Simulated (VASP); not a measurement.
A VASP calculation is set up with these files.

File KPOINTS:
```
Automatic mesh
0
Gamma
12 12 12
0 0 0
```

INCAR:
```
# general
SYSTEM  = HgS
PREC    = Accurate
ENCUT   = 500
LREAL   = .False.
LASPH   = .True.

# electronic loop
EDIFF   = 1E-6
NELM    = 100
ALGO    = Normal
LMAXMIX = 6

# smearing
ISMEAR  = 1
SIGMA   = 0.1

# functional
GGA     = PS

# ions
IBRION  = 2
NSW     = 40
ISIF    = 3
EDIFFG  = -0.02
PSTRESS = 300

# output
LWAVE   = .False.
LCHARG  = .False.
```

File POSCAR:
```
HgS
1.0
  0.0000000000   2.6981798579   2.6981798579
  2.6981798579   0.0000000000   2.6981798579
  2.6981798579   2.6981798579   0.0000000000
Hg S
1 1
direct
  0.0000000000   0.0000000000   0.0000000000
  0.2500000000   0.2500000000   0.2500000000
```

POTCAR, in this order: Hg S (PBE.64 set). Program: vasp_std.

### Question
Translate this PBEsol calculation to Ansatz.

### Answer
One equivalent input (not run):
Ansatz 0.2 input:
```yaml
crystal:
  lattice:
    - [0.0000000, 2.6981799, 2.6981799]
    - [2.6981799, 0.0000000, 2.6981799]
    - [2.6981799, 2.6981799, 0.0000000]
  atoms:
    - { symbol: Hg, position: [0.0000000, 0.0000000, 0.0000000] }
    - { symbol: S, position: [0.2500000, 0.2500000, 0.2500000] }
kpoints:
  mp_grid: { grid: [12, 12, 12] }
hamiltonian:
  xc: pbesol
  pseudopotentials: { kind: paw }
scf:
  occupations: { method: methfessel_paxton, width: 0.1 }
  max_iter: 100
relax:
  max_steps: 40
  f_tol: 0.02
  cell: { p_target: 30 }
output: { forces: true, stress: true, eigenvalues: true }
```
Limits of the translation: each code has its own PAW files, so the cut-off isn't converted (ENCUT is set for VASP's; basis.ecutwfc is left out, and Ansatz then takes the one that its files recommend); Ansatz stops its SCF on the density residual and VASP on the energy change (EDIFF).

The structure was generated: HgS was put into the zinc blende type (F-43m), which need not be its known phase. It was relaxed first under an external pressure of 30 GPa.
